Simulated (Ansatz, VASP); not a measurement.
## One calculation of Si, two programs

```
Si
1.0
     0.00000    2.71356    2.71356
     2.71356    0.00000    2.71356
     2.71356    2.71356    0.00000
Si
2
Direct
  0.75000 0.75000 0.75000
  0.50000 0.50000 0.50000
```

Alike in both runs: task relaxation of cell and atoms; functional LDA; k mesh 12 × 12 × 12; occupations gaussian, width 0.02 eV; no spin polarisation.

|  | VASP | Ansatz |
| --- | --- | --- |
| version | VASP 6.6.1 | Ansatz 0.2.0 |
| potentials or method | VASP PAW LDA potentials, release 64 (Si) | scalar-relativistic, plane waves, PAW |
| plane-wave cutoff (eV) | 600 | 420 |
| valence electrons in the cell | 8 | 8 |

```tsv
	VASP	Ansatz	Ansatz less VASP
gap on the k mesh at the Fermi level, each at its own relaxed structure (eV)	0.44	0.44	+0.001
relaxed volume (Å³/atom)	19.72	19.70	-0.011
relaxed cell length with the largest relative difference (Å)	3.820	3.820	-0.0007
energy change over the relaxation (meV/atom)	-1	-1	-0.1
```

A k mesh can miss the band edges. Expect the measured gap to be larger: semilocal functionals such as LDA lack the derivative discontinuity. LDA usually gives volumes a few per cent too small.
